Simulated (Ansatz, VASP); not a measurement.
# Ge (Germanium) in two plane-wave programs, part 2 of 3

Aim: how closely do two programs agree when they are given the same cell, functional and k mesh? The cell is taken from a series of runs on this material, whose earlier steps may have relaxed, scaled, displaced or heated it; both programs get it as it stands.

VASP 6.6.1 and Ansatz 0.2.0.

So far: Starting point; Ansatz: zone-centre phonons, PBEsol.

## (3) VASP: zone-centre phonons, PBEsol

Level of this step: PBEsol; plane waves and PAW (Ge_d) (VASP).

The same cell, functional, mesh and smearing now go to VASP, with its own data sets.

Lines of VASP's logs that name or quote its potential files are left out, and so is its time.

The input, INCAR:

```
SYSTEM = Ge
PREC = Accurate
ENCUT = 500
EDIFF = 1E-08
NELM = 120
ISMEAR = 0
SIGMA = 0.015
LREAL = .FALSE.
ALGO = Normal
GGA = PS
NBANDS = 20
LORBIT = 11
LWAVE = .FALSE.
LCHARG = .FALSE.
ISIF = 2
ISYM = 2
IBRION = 8
LASPH = .TRUE.
GGA_COMPAT = .FALSE.
KPAR = 2
```

The input, POSCAR:

```
Ge
1.0
    0.0000000000      2.8301633522      2.8661499201
    2.8301633522      0.0000000000      2.8661499201
    2.8301633522      2.8301633522      0.0000000000
Ge
2
Direct
    0.4999665720      0.4999665720      0.4999790989
    0.7500334280      0.7500334280      0.7500209011
```

The input, KPOINTS:

```
Points of the shifted mesh
1728
Reciprocal
 0.0416666667  0.0416666667  0.0416666667 1
 0.0416666667  0.0416666667  0.1250000000 1
 0.0416666667  0.0416666667  0.2083333333 1
 0.0416666667  0.0416666667  0.2916666667 1
 0.0416666667  0.0416666667  0.3750000000 1
 0.0416666667  0.0416666667  0.4583333333 1
 0.0416666667  0.0416666667  0.5416666667 1
 0.0416666667  0.0416666667  0.6250000000 1
 0.0416666667  0.0416666667  0.7083333333 1
 0.0416666667  0.0416666667  0.7916666667 1
 0.0416666667  0.0416666667  0.8750000000 1
 0.0416666667  0.0416666667  0.9583333333 1
 0.0416666667  0.1250000000  0.0416666667 1
 0.0416666667  0.1250000000  0.1250000000 1
 0.0416666667  0.1250000000  0.2083333333 1
 0.0416666667  0.1250000000  0.2916666667 1
 0.0416666667  0.1250000000  0.3750000000 1
 0.0416666667  0.1250000000  0.4583333333 1
 0.0416666667  0.1250000000  0.5416666667 1
 0.0416666667  0.1250000000  0.6250000000 1
 0.0416666667  0.1250000000  0.7083333333 1
 0.0416666667  0.1250000000  0.7916666667 1
 0.0416666667  0.1250000000  0.8750000000 1
 0.0416666667  0.1250000000  0.9583333333 1
 0.0416666667  0.2083333333  0.0416666667 1
 0.0416666667  0.2083333333  0.1250000000 1
 0.0416666667  0.2083333333  0.2083333333 1
 0.0416666667  0.2083333333  0.2916666667 1
 0.0416666667  0.2083333333  0.3750000000 1
 0.0416666667  0.2083333333  0.4583333333 1
 0.0416666667  0.2083333333  0.5416666667 1
 0.0416666667  0.2083333333  0.6250000000 1
 0.0416666667  0.2083333333  0.7083333333 1
 0.0416666667  0.2083333333  0.7916666667 1
 0.0416666667  0.2083333333  0.8750000000 1
 0.0416666667  0.2083333333  0.9583333333 1
 0.0416666667  0.2916666667  0.0416666667 1
 0.0416666667  0.2916666667  0.1250000000 1
 0.0416666667  0.2916666667  0.2083333333 1
 0.0416666667  0.2916666667  0.2916666667 1
 0.0416666667  0.2916666667  0.3750000000 1
 0.0416666667  0.2916666667  0.4583333333 1
 0.0416666667  0.2916666667  0.5416666667 1
 0.0416666667  0.2916666667  0.6250000000 1
 0.0416666667  0.2916666667  0.7083333333 1
 0.0416666667  0.2916666667  0.7916666667 1
 0.0416666667  0.2916666667  0.8750000000 1
 0.0416666667  0.2916666667  0.9583333333 1
 0.0416666667  0.3750000000  0.0416666667 1
 0.0416666667  0.3750000000  0.1250000000 1
 0.0416666667  0.3750000000  0.2083333333 1
 0.0416666667  0.3750000000  0.2916666667 1
 0.0416666667  0.3750000000  0.3750000000 1
 0.0416666667  0.3750000000  0.4583333333 1
 0.0416666667  0.3750000000  0.5416666667 1
 0.0416666667  0.3750000000  0.6250000000 1
 0.0416666667  0.3750000000  0.7083333333 1
 0.0416666667  0.3750000000  0.7916666667 1
 0.0416666667  0.3750000000  0.8750000000 1
 0.0416666667  0.3750000000  0.9583333333 1
 0.0416666667  0.4583333333  0.0416666667 1
 0.0416666667  0.4583333333  0.1250000000 1
 0.0416666667  0.4583333333  0.2083333333 1
 0.0416666667  0.4583333333  0.2916666667 1
 0.0416666667  0.4583333333  0.3750000000 1
 0.0416666667  0.4583333333  0.4583333333 1
 0.0416666667  0.4583333333  0.5416666667 1
 0.0416666667  0.4583333333  0.6250000000 1
 0.0416666667  0.4583333333  0.7083333333 1
 0.0416666667  0.4583333333  0.7916666667 1
 0.0416666667  0.4583333333  0.8750000000 1
 0.0416666667  0.4583333333  0.9583333333 1
 0.0416666667  0.5416666667  0.0416666667 1
 0.0416666667  0.5416666667  0.1250000000 1
 0.0416666667  0.5416666667  0.2083333333 1
 0.0416666667  0.5416666667  0.2916666667 1
 0.0416666667  0.5416666667  0.3750000000 1
 0.0416666667  0.5416666667  0.4583333333 1
 0.0416666667  0.5416666667  0.5416666667 1
 0.0416666667  0.5416666667  0.6250000000 1
 0.0416666667  0.5416666667  0.7083333333 1
 0.0416666667  0.5416666667  0.7916666667 1
 0.0416666667  0.5416666667  0.8750000000 1
 0.0416666667  0.5416666667  0.9583333333 1
 0.0416666667  0.6250000000  0.0416666667 1
 0.0416666667  0.6250000000  0.1250000000 1
 0.0416666667  0.6250000000  0.2083333333 1
 0.0416666667  0.6250000000  0.2916666667 1
 0.0416666667  0.6250000000  0.3750000000 1
 0.0416666667  0.6250000000  0.4583333333 1
 0.0416666667  0.6250000000  0.5416666667 1
 0.0416666667  0.6250000000  0.6250000000 1
 0.0416666667  0.6250000000  0.7083333333 1
 0.0416666667  0.6250000000  0.7916666667 1
 0.0416666667  0.6250000000  0.8750000000 1
 0.0416666667  0.6250000000  0.9583333333 1
 0.0416666667  0.7083333333  0.0416666667 1
 0.0416666667  0.7083333333  0.1250000000 1
 0.0416666667  0.7083333333  0.2083333333 1
 0.0416666667  0.7083333333  0.2916666667 1
 0.0416666667  0.7083333333  0.3750000000 1
 0.0416666667  0.7083333333  0.4583333333 1
 0.0416666667  0.7083333333  0.5416666667 1
 0.0416666667  0.7083333333  0.6250000000 1
 0.0416666667  0.7083333333  0.7083333333 1
 0.0416666667  0.7083333333  0.7916666667 1
 0.0416666667  0.7083333333  0.8750000000 1
 0.0416666667  0.7083333333  0.9583333333 1
 0.0416666667  0.7916666667  0.0416666667 1
 0.0416666667  0.7916666667  0.1250000000 1
 0.0416666667  0.7916666667  0.2083333333 1
 0.0416666667  0.7916666667  0.2916666667 1
[... 1390 lines left out ...]
 0.8750000000  0.4583333333  0.1250000000 1
 0.8750000000  0.4583333333  0.2083333333 1
 0.8750000000  0.4583333333  0.2916666667 1
 0.8750000000  0.4583333333  0.3750000000 1
 0.8750000000  0.4583333333  0.4583333333 1
 0.8750000000  0.4583333333  0.5416666667 1
 0.8750000000  0.4583333333  0.6250000000 1
 0.8750000000  0.4583333333  0.7083333333 1
 0.8750000000  0.4583333333  0.7916666667 1
 0.8750000000  0.4583333333  0.8750000000 1
 0.8750000000  0.4583333333  0.9583333333 1
 0.8750000000  0.5416666667  0.0416666667 1
 0.8750000000  0.5416666667  0.1250000000 1
 0.8750000000  0.5416666667  0.2083333333 1
 0.8750000000  0.5416666667  0.2916666667 1
 0.8750000000  0.5416666667  0.3750000000 1
 0.8750000000  0.5416666667  0.4583333333 1
 0.8750000000  0.5416666667  0.5416666667 1
 0.8750000000  0.5416666667  0.6250000000 1
 0.8750000000  0.5416666667  0.7083333333 1
 0.8750000000  0.5416666667  0.7916666667 1
 0.8750000000  0.5416666667  0.8750000000 1
 0.8750000000  0.5416666667  0.9583333333 1
 0.8750000000  0.6250000000  0.0416666667 1
 0.8750000000  0.6250000000  0.1250000000 1
 0.8750000000  0.6250000000  0.2083333333 1
 0.8750000000  0.6250000000  0.2916666667 1
 0.8750000000  0.6250000000  0.3750000000 1
 0.8750000000  0.6250000000  0.4583333333 1
 0.8750000000  0.6250000000  0.5416666667 1
 0.8750000000  0.6250000000  0.6250000000 1
 0.8750000000  0.6250000000  0.7083333333 1
 0.8750000000  0.6250000000  0.7916666667 1
 0.8750000000  0.6250000000  0.8750000000 1
 0.8750000000  0.6250000000  0.9583333333 1
 0.8750000000  0.7083333333  0.0416666667 1
 0.8750000000  0.7083333333  0.1250000000 1
 0.8750000000  0.7083333333  0.2083333333 1
 0.8750000000  0.7083333333  0.2916666667 1
 0.8750000000  0.7083333333  0.3750000000 1
 0.8750000000  0.7083333333  0.4583333333 1
 0.8750000000  0.7083333333  0.5416666667 1
 0.8750000000  0.7083333333  0.6250000000 1
 0.8750000000  0.7083333333  0.7083333333 1
 0.8750000000  0.7083333333  0.7916666667 1
 0.8750000000  0.7083333333  0.8750000000 1
 0.8750000000  0.7083333333  0.9583333333 1
 0.8750000000  0.7916666667  0.0416666667 1
 0.8750000000  0.7916666667  0.1250000000 1
 0.8750000000  0.7916666667  0.2083333333 1
 0.8750000000  0.7916666667  0.2916666667 1
 0.8750000000  0.7916666667  0.3750000000 1
 0.8750000000  0.7916666667  0.4583333333 1
 0.8750000000  0.7916666667  0.5416666667 1
 0.8750000000  0.7916666667  0.6250000000 1
 0.8750000000  0.7916666667  0.7083333333 1
 0.8750000000  0.7916666667  0.7916666667 1
 0.8750000000  0.7916666667  0.8750000000 1
 0.8750000000  0.7916666667  0.9583333333 1
 0.8750000000  0.8750000000  0.0416666667 1
 0.8750000000  0.8750000000  0.1250000000 1
 0.8750000000  0.8750000000  0.2083333333 1
 0.8750000000  0.8750000000  0.2916666667 1
 0.8750000000  0.8750000000  0.3750000000 1
 0.8750000000  0.8750000000  0.4583333333 1
 0.8750000000  0.8750000000  0.5416666667 1
 0.8750000000  0.8750000000  0.6250000000 1
 0.8750000000  0.8750000000  0.7083333333 1
 0.8750000000  0.8750000000  0.7916666667 1
 0.8750000000  0.8750000000  0.8750000000 1
 0.8750000000  0.8750000000  0.9583333333 1
 0.8750000000  0.9583333333  0.0416666667 1
 0.8750000000  0.9583333333  0.1250000000 1
 0.8750000000  0.9583333333  0.2083333333 1
 0.8750000000  0.9583333333  0.2916666667 1
 0.8750000000  0.9583333333  0.3750000000 1
 0.8750000000  0.9583333333  0.4583333333 1
 0.8750000000  0.9583333333  0.5416666667 1
 0.8750000000  0.9583333333  0.6250000000 1
 0.8750000000  0.9583333333  0.7083333333 1
 0.8750000000  0.9583333333  0.7916666667 1
 0.8750000000  0.9583333333  0.8750000000 1
 0.8750000000  0.9583333333  0.9583333333 1
 0.9583333333  0.0416666667  0.0416666667 1
 0.9583333333  0.0416666667  0.1250000000 1
 0.9583333333  0.0416666667  0.2083333333 1
 0.9583333333  0.0416666667  0.2916666667 1
 0.9583333333  0.0416666667  0.3750000000 1
 0.9583333333  0.0416666667  0.4583333333 1
 0.9583333333  0.0416666667  0.5416666667 1
 0.9583333333  0.0416666667  0.6250000000 1
 0.9583333333  0.0416666667  0.7083333333 1
 0.9583333333  0.0416666667  0.7916666667 1
 0.9583333333  0.0416666667  0.8750000000 1
 0.9583333333  0.0416666667  0.9583333333 1
 0.9583333333  0.1250000000  0.0416666667 1
 0.9583333333  0.1250000000  0.1250000000 1
 0.9583333333  0.1250000000  0.2083333333 1
 0.9583333333  0.1250000000  0.2916666667 1
 0.9583333333  0.1250000000  0.3750000000 1
 0.9583333333  0.1250000000  0.4583333333 1
 0.9583333333  0.1250000000  0.5416666667 1
 0.9583333333  0.1250000000  0.6250000000 1
 0.9583333333  0.1250000000  0.7083333333 1
 0.9583333333  0.1250000000  0.7916666667 1
 0.9583333333  0.1250000000  0.8750000000 1
 0.9583333333  0.1250000000  0.9583333333 1
 0.9583333333  0.2083333333  0.0416666667 1
 0.9583333333  0.2083333333  0.1250000000 1
 0.9583333333  0.2083333333  0.2083333333 1
 0.9583333333  0.2083333333  0.2916666667 1
 0.9583333333  0.2083333333  0.3750000000 1
 0.9583333333  0.2083333333  0.4583333333 1
 0.9583333333  0.2083333333  0.5416666667 1
 0.9583333333  0.2083333333  0.6250000000 1
 0.9583333333  0.2083333333  0.7083333333 1
 0.9583333333  0.2083333333  0.7916666667 1
 0.9583333333  0.2083333333  0.8750000000 1
 0.9583333333  0.2083333333  0.9583333333 1
 0.9583333333  0.2916666667  0.0416666667 1
 0.9583333333  0.2916666667  0.1250000000 1
 0.9583333333  0.2916666667  0.2083333333 1
 0.9583333333  0.2916666667  0.2916666667 1
 0.9583333333  0.2916666667  0.3750000000 1
 0.9583333333  0.2916666667  0.4583333333 1
 0.9583333333  0.2916666667  0.5416666667 1
 0.9583333333  0.2916666667  0.6250000000 1
 0.9583333333  0.2916666667  0.7083333333 1
 0.9583333333  0.2916666667  0.7916666667 1
 0.9583333333  0.2916666667  0.8750000000 1
 0.9583333333  0.2916666667  0.9583333333 1
 0.9583333333  0.3750000000  0.0416666667 1
 0.9583333333  0.3750000000  0.1250000000 1
 0.9583333333  0.3750000000  0.2083333333 1
 0.9583333333  0.3750000000  0.2916666667 1
 0.9583333333  0.3750000000  0.3750000000 1
 0.9583333333  0.3750000000  0.4583333333 1
 0.9583333333  0.3750000000  0.5416666667 1
 0.9583333333  0.3750000000  0.6250000000 1
 0.9583333333  0.3750000000  0.7083333333 1
 0.9583333333  0.3750000000  0.7916666667 1
 0.9583333333  0.3750000000  0.8750000000 1
 0.9583333333  0.3750000000  0.9583333333 1
 0.9583333333  0.4583333333  0.0416666667 1
 0.9583333333  0.4583333333  0.1250000000 1
 0.9583333333  0.4583333333  0.2083333333 1
 0.9583333333  0.4583333333  0.2916666667 1
 0.9583333333  0.4583333333  0.3750000000 1
 0.9583333333  0.4583333333  0.4583333333 1
 0.9583333333  0.4583333333  0.5416666667 1
 0.9583333333  0.4583333333  0.6250000000 1
 0.9583333333  0.4583333333  0.7083333333 1
 0.9583333333  0.4583333333  0.7916666667 1
 0.9583333333  0.4583333333  0.8750000000 1
 0.9583333333  0.4583333333  0.9583333333 1
 0.9583333333  0.5416666667  0.0416666667 1
 0.9583333333  0.5416666667  0.1250000000 1
 0.9583333333  0.5416666667  0.2083333333 1
 0.9583333333  0.5416666667  0.2916666667 1
 0.9583333333  0.5416666667  0.3750000000 1
 0.9583333333  0.5416666667  0.4583333333 1
 0.9583333333  0.5416666667  0.5416666667 1
 0.9583333333  0.5416666667  0.6250000000 1
 0.9583333333  0.5416666667  0.7083333333 1
 0.9583333333  0.5416666667  0.7916666667 1
 0.9583333333  0.5416666667  0.8750000000 1
 0.9583333333  0.5416666667  0.9583333333 1
 0.9583333333  0.6250000000  0.0416666667 1
 0.9583333333  0.6250000000  0.1250000000 1
 0.9583333333  0.6250000000  0.2083333333 1
 0.9583333333  0.6250000000  0.2916666667 1
 0.9583333333  0.6250000000  0.3750000000 1
 0.9583333333  0.6250000000  0.4583333333 1
 0.9583333333  0.6250000000  0.5416666667 1
 0.9583333333  0.6250000000  0.6250000000 1
 0.9583333333  0.6250000000  0.7083333333 1
 0.9583333333  0.6250000000  0.7916666667 1
 0.9583333333  0.6250000000  0.8750000000 1
 0.9583333333  0.6250000000  0.9583333333 1
 0.9583333333  0.7083333333  0.0416666667 1
 0.9583333333  0.7083333333  0.1250000000 1
 0.9583333333  0.7083333333  0.2083333333 1
 0.9583333333  0.7083333333  0.2916666667 1
 0.9583333333  0.7083333333  0.3750000000 1
 0.9583333333  0.7083333333  0.4583333333 1
 0.9583333333  0.7083333333  0.5416666667 1
 0.9583333333  0.7083333333  0.6250000000 1
 0.9583333333  0.7083333333  0.7083333333 1
 0.9583333333  0.7083333333  0.7916666667 1
 0.9583333333  0.7083333333  0.8750000000 1
 0.9583333333  0.7083333333  0.9583333333 1
 0.9583333333  0.7916666667  0.0416666667 1
 0.9583333333  0.7916666667  0.1250000000 1
 0.9583333333  0.7916666667  0.2083333333 1
 0.9583333333  0.7916666667  0.2916666667 1
 0.9583333333  0.7916666667  0.3750000000 1
 0.9583333333  0.7916666667  0.4583333333 1
 0.9583333333  0.7916666667  0.5416666667 1
 0.9583333333  0.7916666667  0.6250000000 1
 0.9583333333  0.7916666667  0.7083333333 1
 0.9583333333  0.7916666667  0.7916666667 1
 0.9583333333  0.7916666667  0.8750000000 1
 0.9583333333  0.7916666667  0.9583333333 1
 0.9583333333  0.8750000000  0.0416666667 1
 0.9583333333  0.8750000000  0.1250000000 1
 0.9583333333  0.8750000000  0.2083333333 1
 0.9583333333  0.8750000000  0.2916666667 1
 0.9583333333  0.8750000000  0.3750000000 1
 0.9583333333  0.8750000000  0.4583333333 1
 0.9583333333  0.8750000000  0.5416666667 1
 0.9583333333  0.8750000000  0.6250000000 1
 0.9583333333  0.8750000000  0.7083333333 1
 0.9583333333  0.8750000000  0.7916666667 1
 0.9583333333  0.8750000000  0.8750000000 1
 0.9583333333  0.8750000000  0.9583333333 1
 0.9583333333  0.9583333333  0.0416666667 1
 0.9583333333  0.9583333333  0.1250000000 1
 0.9583333333  0.9583333333  0.2083333333 1
 0.9583333333  0.9583333333  0.2916666667 1
 0.9583333333  0.9583333333  0.3750000000 1
 0.9583333333  0.9583333333  0.4583333333 1
 0.9583333333  0.9583333333  0.5416666667 1
 0.9583333333  0.9583333333  0.6250000000 1
 0.9583333333  0.9583333333  0.7083333333 1
 0.9583333333  0.9583333333  0.7916666667 1
 0.9583333333  0.9583333333  0.8750000000 1
 0.9583333333  0.9583333333  0.9583333333 1
```

The projector-augmented-wave data sets are Ge_d (PBE family, release 64).

On the command line:

```sh
$ mpirun -np 2 vasp_std
```

What it wrote:

```text
[banner, memory and clock lines left out]
running    2 mpi-ranks, on    1 nodes
 distrk:  each k-point on    1 cores,    2 groups
 distr:  one band on    1 cores,    1 groups

 POSCAR found type information on POSCAR Ge
 POSCAR found :  1 types and       2 ions
|                                                                             |
|               ----> ADVICE to this user running VASP <----                  |
|                                                                             |
|     You enforced a specific xc type in the INCAR file but a different       |
|     [... a line on the potential file left out ...]
|     I HOPE YOU KNOW WHAT YOU ARE DOING!                                     |
|                                                                             |

 LDA part: xc-table for (Slater+PW92), standard interpolation
 POSCAR, INCAR and KPOINTS ok, starting setup
 FFT: planning ... GRIDC
 FFT: planning ... GRID_SOFT
 FFT: planning ... GRID
 WAVECAR not read
 entering main loop
       N       E                     dE             d eps       ncg     rms          rms(c)
DAV:   1     0.182594551858E+03    0.18259E+03   -0.14650E+04 73964   0.372E+03
DAV:   2     0.157272328608E+02   -0.16687E+03   -0.16244E+03 69324   0.583E+02
DAV:   3    -0.920428129562E+01   -0.24932E+02   -0.24751E+02 77832   0.144E+02
DAV:   4    -0.100060517206E+02   -0.80177E+00   -0.80115E+00 78156   0.305E+01
DAV:   5    -0.100193511870E+02   -0.13299E-01   -0.13299E-01 77312   0.430E+00    0.320E+00
DAV:   6    -0.991997051131E+01    0.99381E-01   -0.36124E-02 91692   0.239E+00    0.182E+00
DAV:   7    -0.987237243505E+01    0.47598E-01   -0.58894E-02 72928   0.252E+00    0.155E-01
DAV:   8    -0.987335649218E+01   -0.98406E-03   -0.67895E-03 78364   0.120E+00    0.511E-02
DAV:   9    -0.987346225464E+01   -0.10576E-03   -0.24109E-04 78004   0.220E-01    0.110E-02
DAV:  10    -0.987347715401E+01   -0.14899E-04   -0.20834E-05 88512   0.389E-02    0.539E-03
DAV:  11    -0.987347825146E+01   -0.10975E-05   -0.49350E-06 92752   0.355E-02    0.139E-03
DAV:  12    -0.987347783815E+01    0.41331E-06   -0.88577E-07 91948   0.185E-02    0.279E-04
DAV:  13    -0.987347781233E+01    0.25822E-07   -0.18650E-08 66360   0.138E-03    0.118E-04
DAV:  14    -0.987347779129E+01    0.21038E-07   -0.38693E-09 46128   0.118E-03    0.280E-05
DAV:  15    -0.987347779345E+01   -0.21555E-08   -0.66696E-10 39768   0.376E-04
   1 F= -.98734778E+01 E0= -.98734778E+01  d E =-.135775E-09
 Linear response reoptimize wavefunctions to high precision
DAV:   1    -0.987347779576E+01   -0.23165E-08   -0.19248E-10 41700   0.195E-04
DAV:   2    -0.987347779578E+01   -0.14552E-10   -0.56795E-11 38180   0.978E-05
 Linear response DOF=           2
 Linear response progress:
  Degree of freedom:   1/  2
       N       E                     dE             d eps       ncg     rms          rms(c)
RMM:   1    -0.186705225887E+00   -0.18671E+00    0.83425E+00 84490   0.448E+01
RMM:   2    -0.193858328214E+00   -0.71531E-02   -0.12985E-02111851   0.107E+00    0.723E-02
RMM:   3    -0.193862805930E+00   -0.44777E-05   -0.91311E-04118340   0.312E-01    0.418E-02
RMM:   4    -0.193749584645E+00    0.11322E-03   -0.62230E-05126670   0.805E-02    0.474E-03
RMM:   5    -0.193750916765E+00   -0.13321E-05   -0.37196E-06121753   0.177E-02    0.237E-03
RMM:   6    -0.193758060644E+00   -0.71439E-05   -0.22160E-07124098   0.500E-03    0.317E-04
RMM:   7    -0.193757113723E+00    0.94692E-06   -0.32785E-08127215   0.155E-03    0.197E-04
RMM:   8    -0.193756156394E+00    0.95733E-06   -0.26445E-09129362   0.556E-04    0.425E-05
RMM:   9    -0.193756053192E+00    0.10320E-06   -0.16619E-09129545   0.234E-04    0.193E-05
RMM:  10    -0.193756207341E+00   -0.15415E-06   -0.91209E-11130121   0.104E-04    0.553E-06
RMM:  11    -0.193756228873E+00   -0.21531E-07   -0.92556E-09129355   0.563E-05    0.295E-06
RMM:  12    -0.193756251936E+00   -0.23064E-07   -0.81760E-09128924   0.356E-05    0.192E-06
RMM:  13    -0.193756268346E+00   -0.16410E-07   -0.32637E-09117261   0.268E-05    0.527E-07
RMM:  14    -0.193756273543E+00   -0.51971E-08   -0.33270E-09103922   0.225E-05    0.436E-08
 first order change of Fermi-energy   0.78907E+00
 force on displaced ion       1 direction 1 : -10.994   0.002  -0.004
 Linear response progress:
  Degree of freedom:   2/  2
       N       E                     dE             d eps       ncg     rms          rms(c)
RMM:   1    -0.186834456945E+00   -0.18683E+00    0.82597E+00 84566   0.446E+01
RMM:   2    -0.193983843446E+00   -0.71494E-02   -0.12888E-02111710   0.107E+00    0.731E-02
RMM:   3    -0.193989514350E+00   -0.56709E-05   -0.91902E-04118494   0.313E-01    0.422E-02
RMM:   4    -0.193878180216E+00    0.11133E-03   -0.61810E-05126653   0.805E-02    0.470E-03
RMM:   5    -0.193879370429E+00   -0.11902E-05   -0.37322E-06122113   0.178E-02    0.238E-03
RMM:   6    -0.193886310855E+00   -0.69404E-05   -0.21926E-07123583   0.497E-03    0.305E-04
RMM:   7    -0.193885282705E+00    0.10282E-05   -0.37656E-08127425   0.157E-03    0.194E-04
RMM:   8    -0.193884237441E+00    0.10453E-05   -0.35573E-09129043   0.562E-04    0.421E-05
RMM:   9    -0.193884145711E+00    0.91730E-07   -0.57565E-09129639   0.236E-04    0.199E-05
RMM:  10    -0.193884309913E+00   -0.16420E-06   -0.85990E-09129939   0.104E-04    0.558E-06
RMM:  11    -0.193884328709E+00   -0.18797E-07   -0.13651E-08129147   0.558E-05    0.312E-06
RMM:  12    -0.193884352988E+00   -0.24279E-07   -0.16028E-08128784   0.347E-05    0.192E-06
RMM:  13    -0.193884368919E+00   -0.15931E-07    0.32987E-10116797   0.258E-05    0.550E-07
RMM:  14    -0.193884373765E+00   -0.48458E-08   -0.33223E-09102953   0.214E-05    0.975E-08
 first order change of Fermi-energy   0.30293E+01
 force on displaced ion       1 direction 3 :  -0.004  -0.004 -11.032
 Linear response finished
```

(Part 2 of 3 ends here.)

[Lines on the potential files, build, host, timing and source positions are cut from VASP's logs without a mark.]

[Logs are printed without paths, hosts, clocks, repeated set-up lines and the standing remarks that a program may print on its own settings, such as how far it seeks lower states.]

[Hosts, paths, dates, database ids (printed as entryN), source tags and the programs' standing remarks are cut or masked in the printed files.]
